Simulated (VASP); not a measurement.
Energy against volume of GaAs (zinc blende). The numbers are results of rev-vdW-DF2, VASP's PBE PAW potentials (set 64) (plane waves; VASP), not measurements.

```
V (Å³/atom)  E (eV/atom)
-----------  -----------
21.933          -1.93470
22.633          -1.94907
23.333          -1.95352
24.033          -1.94980
24.733          -1.93927
```

Task: Fit a third-order Birch-Murnaghan equation of state.

Result: 
* **volume per atom**: 23.34 Å³/atom
* **bulk modulus**: 62.2 GPa
* **pressure derivative of the bulk modulus**: 5.27
* **lattice constant a**: 0.5716 nm

Measured: bulk modulus 76.7 GPa at 0 K (computed value off by -18.9 %), as given by Daniel Mejia-Rodriguez et al., Physical Review B (2018), arXiv:1807.09216 [0 K value with the zero-point phonon effect removed]; a 5.640 Å at 0 K (computed value off by +1.3 %), as given by Daniel Mejia-Rodriguez et al., Physical Review B (2018), arXiv:1807.09216 [static lattice: zero-point anharmonic expansion removed].

The compound is GaAs in the zinc blende structure. It was relaxed first.
